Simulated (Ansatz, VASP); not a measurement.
## Fe: VASP beside Ansatz

Wanted: the spread between two codes on one cell, functional and k mesh. The cell is taken from a series of VASP runs on this material, whose earlier steps may have relaxed, scaled or displaced it; both programs get it as it stands.

Program: Ansatz 0.2.0. Level of theory: plane waves, with VASP 6.6.1 beside it; relaxation of cell and atoms at r2SCAN with rVV10. Results are calculated unless marked as measured.

**1. The structure**

It takes space group Im-3m (No. 229, cubic). Conventional cell: a = 2.858 Å, b = 2.858 Å, c = 2.858 Å, α = 90.00°, β = 90.00°, γ = 90.00°. Nearest to Fe lie 8 Fe at 2.48 Å.

**2. VASP: relaxation of cell and atoms, r2SCAN with rVV10**

The relaxed volume is the usual yardstick between codes: its relative difference is about their pressure difference at one cell divided by the bulk modulus.

Lines of VASP's logs that name or quote its potential files are left out, and so is its time.

Input file INCAR:

```
SYSTEM = Fe
PREC = Accurate
ENCUT = 450
EDIFF = 1E-06
NELM = 100
ISMEAR = 1
SIGMA = 0.15
LREAL = .FALSE.
ALGO = Normal
METAGGA = R2SCAN
LUSE_VDW = .TRUE.
IVDW_NL = 2
BPARAM = 11.95
CPARAM = 0.0093
LASPH = .TRUE.
NBANDS = 10
ISPIN = 2
MAGMOM = 3
LMAXMIX = 4
LORBIT = 11
LWAVE = .FALSE.
LCHARG = .FALSE.
KPAR = 4
IBRION = 2
NSW = 50
ISIF = 3
EDIFFG = -0.004
```

Input file POSCAR:

```
Fe
1.0
   -1.4291092726      1.4291092726      1.4291092726
    1.4291092726     -1.4291092726      1.4291092726
    1.4291092726      1.4291092726     -1.4291092726
Fe
1
Direct
    0.0000000000      0.0000000000      0.0000000000
```

Input file KPOINTS:

```
Automatic mesh
0
Gamma
22 22 22
0 0 0
```

PAW data sets: Fe (PBE family, release 64).

Command:

```
$ mpirun -np 4 vasp_std
```

Numbers of over 12 decimals in the logs are rounded to 6 here.

The program printed:

```text
[banner, memory and clock lines left out]
running    4 mpi-ranks, on    1 nodes
 distrk:  each k-point on    1 cores,    4 groups
 distr:  one band on    1 cores,    1 groups

 POSCAR found type information on POSCAR Fe
 POSCAR found :  1 types and       1 ions
|                                                                             |
|               ----> ADVICE to this user running VASP <----                  |
|                                                                             |
|     You have switched on vdW-DFT.                                           |
|     This routine was written and supplied by Jiri Klimes. We recommend      |
|     that you carefully read and cite the following publications:            |
|       J. Klimes, D.R. Bowler, A. Michelides                                 |
|          J. Phys.: Cond Matt. 22 022201 (2010)                              |
|       J. Klimes, D.R. Bowler, A. Michelides                                 |
|          Phys. Rev. B. 83, 195131 (2011)                                    |
|     and references therein.                                                 |
|                                                                             |

|                                                                             |
|               ----> ADVICE to this user running VASP <----                  |
|                                                                             |
|     You enforced a specific xc type in the INCAR file but a different       |
|     [... a line on the potential file left out ...]
|     I HOPE YOU KNOW WHAT YOU ARE DOING!                                     |
|                                                                             |

 LDA part: xc-table for (None), standard interpolation
 POSCAR, INCAR and KPOINTS ok, starting setup
 FFT: planning ... GRIDC
 FFT: planning ... GRID_SOFT
 FFT: planning ... GRID
 WAVECAR not read
 entering main loop
       N       E                     dE             d eps       ncg     rms          rms(c)
Total rVV10 correction in eV:      0.2037218     9.9637552
Total rVV10 correction in eV:      0.2037218     9.9637552
Total rVV10 correction in eV:      0.2037218     9.9637552
Total rVV10 correction in eV:      0.2037218     9.9637552
DAV:   1     0.114653665255E+02    0.11465E+02   -0.38287E+03 13874   0.889E+02
DAV:   2    -0.148240809442E+02   -0.26289E+02   -0.24020E+02 13270   0.130E+02
DAV:   3    -0.152949250406E+02   -0.47084E+00   -0.46858E+00 14614   0.229E+01
DAV:   4    -0.152973016112E+02   -0.23766E-02   -0.23763E-02 14184   0.149E+00
DAV:   5    -0.152973242749E+02   -0.22664E-04   -0.22663E-04 14304   0.143E-01    0.116E+01
Total rVV10 correction in eV:      0.1809258     9.9637553
Total rVV10 correction in eV:      0.1809258     9.9637553
Total rVV10 correction in eV:      0.1809258     9.9637553
Total rVV10 correction in eV:      0.1809258     9.9637553
DAV:   6    -0.141788543400E+02    0.11185E+01   -0.15319E+01 14506   0.594E+01    0.660E+00
Total rVV10 correction in eV:      0.1846161     9.9637554
Total rVV10 correction in eV:      0.1846161     9.9637554
Total rVV10 correction in eV:      0.1846161     9.9637554
Total rVV10 correction in eV:      0.1846161     9.9637554
DAV:   7    -0.141665633164E+02    0.12291E-01   -0.11953E+00 14876   0.143E+01    0.449E+00
Total rVV10 correction in eV:      0.1831776     9.9637554
Total rVV10 correction in eV:      0.1831776     9.9637554
Total rVV10 correction in eV:      0.1831776     9.9637554
Total rVV10 correction in eV:      0.1831776     9.9637554
DAV:   8    -0.141826247610E+02   -0.16061E-01   -0.53387E-02 16644   0.182E+00    0.244E+00
Total rVV10 correction in eV:      0.1805024     9.9637554
Total rVV10 correction in eV:      0.1805024     9.9637554
Total rVV10 correction in eV:      0.1805024     9.9637554
Total rVV10 correction in eV:      0.1805024     9.9637554
DAV:   9    -0.141707194969E+02    0.11905E-01   -0.77784E-02 14512   0.252E+00    0.690E-01
Total rVV10 correction in eV:      0.1805319     9.9637554
Total rVV10 correction in eV:      0.1805319     9.9637554
Total rVV10 correction in eV:      0.1805319     9.9637554
Total rVV10 correction in eV:      0.1805319     9.9637554
DAV:  10    -0.141770950738E+02   -0.63756E-02   -0.30564E-02 14540   0.174E+00    0.170E-01
Total rVV10 correction in eV:      0.1805646     9.9637554
Total rVV10 correction in eV:      0.1805646     9.9637554
Total rVV10 correction in eV:      0.1805646     9.9637554
Total rVV10 correction in eV:      0.1805646     9.9637554
DAV:  11    -0.141775142842E+02   -0.41921E-03   -0.47577E-04 14348   0.324E-01    0.739E-02
Total rVV10 correction in eV:      0.1805787     9.9637554
Total rVV10 correction in eV:      0.1805787     9.9637554
Total rVV10 correction in eV:      0.1805787     9.9637554
Total rVV10 correction in eV:      0.1805787     9.9637554
DAV:  12    -0.141775243530E+02   -0.10069E-04   -0.19401E-05 14840   0.466E-02    0.494E-02
Total rVV10 correction in eV:      0.1805865     9.9637554
Total rVV10 correction in eV:      0.1805865     9.9637554
Total rVV10 correction in eV:      0.1805865     9.9637554
Total rVV10 correction in eV:      0.1805865     9.9637554
DAV:  13    -0.141775411450E+02   -0.16792E-04   -0.10232E-04 14636   0.945E-02    0.197E-02
Total rVV10 correction in eV:      0.1806038     9.9637554
Total rVV10 correction in eV:      0.1806038     9.9637554
Total rVV10 correction in eV:      0.1806038     9.9637554
Total rVV10 correction in eV:      0.1806038     9.9637554
DAV:  14    -0.141775383907E+02    0.27543E-05   -0.69669E-06 13750   0.313E-02    0.394E-03
Total rVV10 correction in eV:      0.1806014     9.9637554
Total rVV10 correction in eV:      0.1806014     9.9637554
Total rVV10 correction in eV:      0.1806014     9.9637554
Total rVV10 correction in eV:      0.1806014     9.9637554
DAV:  15    -0.141775376420E+02    0.74868E-06   -0.39146E-07  6714   0.863E-03
Total rVV10 correction in eV:      0.1806042     9.9637554
Total rVV10 correction in eV:      0.1806042     9.9637554
Total rVV10 correction in eV:      0.1806042     9.9637554
Total rVV10 correction in eV:      0.1806042     9.9637554
Total rVV10 correction in eV:      0.1806026     9.9637554
Total rVV10 correction in eV:      0.1806026     9.9637554
Total rVV10 correction in eV:      0.1806026     9.9637554
Total rVV10 correction in eV:      0.1806026     9.9637554
   1 F= -.14177538E+02 E0= -.14177541E+02  d E =-.141775E+02  mag=     2.6541
 curvature:   0.00 expect dE= 0.000E+00 dE for cont linesearch  0.000E+00
 trial: gam= 0.00000 g(F)=  0.435E-61 g(S)=  0.102E-04 ort = 0.000E+00 (trialstep = 0.100E+01)
 search vector abs. value=  0.102E-04
 bond charge predicted
       N       E                     dE             d eps       ncg     rms          rms(c)
Total rVV10 correction in eV:      0.1805674     9.9637554
Total rVV10 correction in eV:      0.1805674     9.9637554
Total rVV10 correction in eV:      0.1805674     9.9637554
Total rVV10 correction in eV:      0.1805674     9.9637554
DAV:   1    -0.141776384009E+02   -0.10001E-03   -0.23027E-03 14174   0.807E-01    0.971E-02
Total rVV10 correction in eV:      0.1804227     9.9637554
Total rVV10 correction in eV:      0.1804227     9.9637554
Total rVV10 correction in eV:      0.1804227     9.9637554
Total rVV10 correction in eV:      0.1804227     9.9637554
DAV:   2    -0.141775484164E+02    0.89984E-04   -0.79133E-04 14436   0.402E-01    0.982E-02
Total rVV10 correction in eV:      0.1804521     9.9637554
Total rVV10 correction in eV:      0.1804521     9.9637554
Total rVV10 correction in eV:      0.1804521     9.9637554
Total rVV10 correction in eV:      0.1804521     9.9637554
DAV:   3    -0.141775440461E+02    0.43703E-05   -0.25335E-05 14460   0.719E-02    0.380E-02
Total rVV10 correction in eV:      0.1804587     9.9637554
Total rVV10 correction in eV:      0.1804587     9.9637554
Total rVV10 correction in eV:      0.1804587     9.9637554
Total rVV10 correction in eV:      0.1804587     9.9637554
DAV:   4    -0.141775434279E+02    0.61815E-06   -0.10835E-06  6966   0.167E-02
Total rVV10 correction in eV:      0.1804597     9.9637554
Total rVV10 correction in eV:      0.1804597     9.9637554
Total rVV10 correction in eV:      0.1804597     9.9637554
Total rVV10 correction in eV:      0.1804597     9.9637554
Total rVV10 correction in eV:      0.1804636     9.9637554
Total rVV10 correction in eV:      0.1804636     9.9637554
Total rVV10 correction in eV:      0.1804636     9.9637554
Total rVV10 correction in eV:      0.1804636     9.9637554
   2 F= -.14177543E+02 E0= -.14177542E+02  d E =-.578588E-05  mag=     2.6530
 trial-energy change:   -0.000006  1 .order    0.000005   -0.000010    0.000020
 step:   0.3394(harm=  0.3394)  dis= 0.00000  next Energy=   -14.177539 (dE=-0.172E-05)
 bond charge predicted
       N       E                     dE             d eps       ncg     rms          rms(c)
Total rVV10 correction in eV:      0.1804868     9.9637554
Total rVV10 correction in eV:      0.1804868     9.9637554
Total rVV10 correction in eV:      0.1804868     9.9637554
Total rVV10 correction in eV:      0.1804868     9.9637554
DAV:   1    -0.141775869162E+02   -0.42870E-04   -0.10103E-03 14154   0.528E-01    0.645E-02
Total rVV10 correction in eV:      0.1805835     9.9637554
Total rVV10 correction in eV:      0.1805835     9.9637554
Total rVV10 correction in eV:      0.1805835     9.9637554
Total rVV10 correction in eV:      0.1805835     9.9637554
DAV:   2    -0.141775408495E+02    0.46067E-04   -0.34609E-04 14420   0.266E-01    0.651E-02
Total rVV10 correction in eV:      0.1805643     9.9637554
Total rVV10 correction in eV:      0.1805643     9.9637554
Total rVV10 correction in eV:      0.1805643     9.9637554
Total rVV10 correction in eV:      0.1805643     9.9637554
DAV:   3    -0.141775426049E+02   -0.17554E-05   -0.11272E-05 13940   0.478E-02    0.255E-02
Total rVV10 correction in eV:      0.1805601     9.9637554
Total rVV10 correction in eV:      0.1805601     9.9637554
Total rVV10 correction in eV:      0.1805601     9.9637554
Total rVV10 correction in eV:      0.1805601     9.9637554
DAV:   4    -0.141775415396E+02    0.10653E-05   -0.48189E-07  6650   0.112E-02    0.603E-03
Total rVV10 correction in eV:      0.1805575     9.9637554
Total rVV10 correction in eV:      0.1805575     9.9637554
Total rVV10 correction in eV:      0.1805575     9.9637554
Total rVV10 correction in eV:      0.1805575     9.9637554
DAV:   5    -0.141775411837E+02    0.35589E-06   -0.56308E-07  6826   0.673E-03
Total rVV10 correction in eV:      0.1805567     9.9637554
Total rVV10 correction in eV:      0.1805567     9.9637554
Total rVV10 correction in eV:      0.1805567     9.9637554
Total rVV10 correction in eV:      0.1805567     9.9637554
Total rVV10 correction in eV:      0.1805574     9.9637554
Total rVV10 correction in eV:      0.1805574     9.9637554
Total rVV10 correction in eV:      0.1805574     9.9637554
Total rVV10 correction in eV:      0.1805574     9.9637554
   3 F= -.14177541E+02 E0= -.14177542E+02  d E =-.354167E-05  mag=     2.6537
 curvature:  -0.17 expect dE=-0.159E-06 dE for cont linesearch -0.159E-06
 trial: gam=-0.21135 g(F)=  0.657E-62 g(S)=  0.935E-06 ort = 0.308E-05 (trialstep = 0.868E+00)
 search vector abs. value=  0.862E-07
 reached required accuracy - stopping structural energy minimisation
```

OUTCAR, selected parts (step 2):

```text
ion  position               nearest neighbor table
   1  0.000  0.000  0.000-

  LATTYP: Found a body centered cubic cell.
 ALAT       =     2.8582185452

 Subroutine GETGRP returns: Found 48 space group operations
 (whereof 48 operations were pure point group operations)

The static configuration has the point symmetry O_h .

 Found    328 irreducible k-points:

   k-points           NKPTS =    328   k-points in BZ     NKDIM =    328   number of bands    NBANDS=     10

   dimension x,y,z NGX =    18 NGY =   18 NGZ =   18
   dimension x,y,z NGXF=    36 NGYF=   36 NGZF=   36

   ENCUT  =  450.0 eV  33.07 Ry    5.75 a.u.   4.28  4.28  4.28*2*pi/ulx,y,z

   NELECT =       8.0000    total number of electrons

 k-points in reciprocal lattice and weights: Automatic mesh
   0.00000000  0.00000000  0.00000000       0.000
   0.04545455  0.00000000  0.00000000       0.001
   0.09090909  0.00000000  0.00000000       0.001
   0.13636364  0.00000000  0.00000000       0.001
   0.18181818  0.00000000  0.00000000       0.001
   0.22727273  0.00000000  0.00000000       0.001
   0.27272727  0.00000000  0.00000000       0.001
   0.31818182  0.00000000  0.00000000       0.001
   0.36363636  0.00000000  0.00000000       0.001
[...]
0.50000000  0.50000000  0.45454545       0.001
   0.50000000  0.50000000  0.50000000       0.000

 average (electrostatic) potential at core
       1 -48.5287

 E-fermi :   5.5310

 spin component 1
 k-point     1 :       0.0000    0.0000    0.0000
  band No.  band energies     occupation
    ...
      2       2.4651      1.00000
      3       2.4652      1.00000
      4       2.4652      1.00000
      5       3.6938      1.00000
      6       3.6938      1.00000
      7      31.2651      0.00000
      8      31.2652      0.00000
      9      31.2652      0.00000
     10      36.1587      0.00000

 k-point     2 :       0.0455    0.0000    0.0000
  band No.  band energies     occupation
    ...
      2       2.4435      1.00000
      3       2.4651      1.00000
      4       2.5098      1.00000
      5       3.6718      1.00000
      6       3.6955      1.00000
      7      30.5873      0.00000
      8      31.1246      0.00000
      9      31.1640      0.00000
     10      35.7172      0.00000

 k-point     3 :       0.0909    0.0000    0.0000
  band No.  band energies     occupation
    ...
      2       2.3806      1.00000
      3       2.4613      1.00000
      4       2.6412      1.00000
      5       3.6151      1.00000
      6       3.7006      1.00000
      7      28.9816      0.00000
      8      30.6457      0.00000
      9      30.9040      0.00000
     10      34.8803      0.00000

 k-point     4 :       0.1364    0.0000    0.0000
  band No.  band energies     occupation
    ...
      2       2.2825      1.00000
      3       2.4463      1.00000
      4       2.8526      1.00000
      5       3.5496      1.00000
      6       3.7098      1.00000
      7      26.9572      0.00000
      8      29.8223      0.00000
      9      30.5700      0.00000
     10      33.3110      0.00000

 k-point     5 :       0.1818    0.0000    0.0000
  band No.  band energies     occupation
    ...
      2       2.1581      1.00000
      3       2.4220      1.00000
      4       3.1322      1.00000
      5       3.5069      1.00000
      6       3.7236      1.00000
      7      24.7613      0.00000
      8      28.8138      0.00000
      9      30.2285      0.00000
     10      31.8197      0.00000

 k-point     6 :       0.2273    0.0000    0.0000
  band No.  band energies     occupation
    ...
      2       2.0186      1.00000
      3       2.4281      1.00000
      4       3.4634      1.00000
      5       3.5068      1.00000
      6       3.7423      1.00000
      7      22.5174      0.00000
      8      27.7823      0.00000
      9      29.9163      0.00000
     10      30.4296      0.00000

  Total       -0.0025415     -0.0025415     -0.0025415      0.0000000      0.0000000      0.0000000
  in kB       -0.3489124     -0.3489124     -0.3489124      0.0000000      0.0000000      0.0000000
  external PRESSURE =      -0.3489124 kB  Pullay stress =       0.0000000 kB

  energy-cutoff  :      450.00
  volume of cell :       11.67
      direct lattice vectors                 reciprocal lattice vectors
    -1.428913245  1.428913245  1.428913245     0.000000000  0.349916275  0.349916275
     1.428913245 -1.428913245  1.428913245     0.349916275  0.000000000  0.349916275
     1.428913245  1.428913245 -1.428913245     0.349916275  0.349916275  0.000000000

 POSITION                                       TOTAL-FORCE (eV/Angst)
 -----------------------------------------------------------------------------------
     -0.00000      0.00000      0.00000        -0.000000     -0.000000     -0.000000
 -----------------------------------------------------------------------------------
    total drift:                               -0.000000     -0.000000      0.000000

  FREE ENERGIE OF THE ION-ELECTRON SYSTEM (eV)
  ---------------------------------------------------
  free  energy   TOTEN  =       -14.1775411837 eV

  energy  without entropy=      -14.1775450362  energy(sigma->0) =      -14.17754247

 reached required accuracy - stopping structural energy minimisation

 total charge
# of ion       s       p       d       tot
------------------------------------------
    1        0.483   0.559   6.173   7.215

 magnetization (x)
# of ion       s       p       d       tot
------------------------------------------
    1       -0.012  -0.117   2.849   2.720

[... 6 further parts left out ...]
```

CONTCAR:

```
Fe
   1.00000000000000
    -1.4289132449298345    1.4289132449298345    1.4289132449298345
     1.4289132449298345   -1.4289132449298345    1.4289132449298345
     1.4289132449298345    1.4289132449298345   -1.4289132449298345
  Fe
     1
Direct
     0.0000000000000000    0.0000000000000000    0.0000000000000000
```

The cell holds one magnetic atom, so no antiferromagnetic order fits into it. SCAN-type functionals tend to overstate the moments of itinerant magnets.

(Part 1 of 2 ends here.)

[Lines on the potential files, build, host, timing and source positions are cut from VASP's logs without a mark.]

[Logs are printed without paths, hosts, clocks, repeated set-up lines and the standing remarks that a program may print on its own settings, such as how far it seeks lower states.]

[Hosts, paths, dates, database ids (printed as entryN), source tags and the programs' standing remarks are cut or masked in the printed files.]
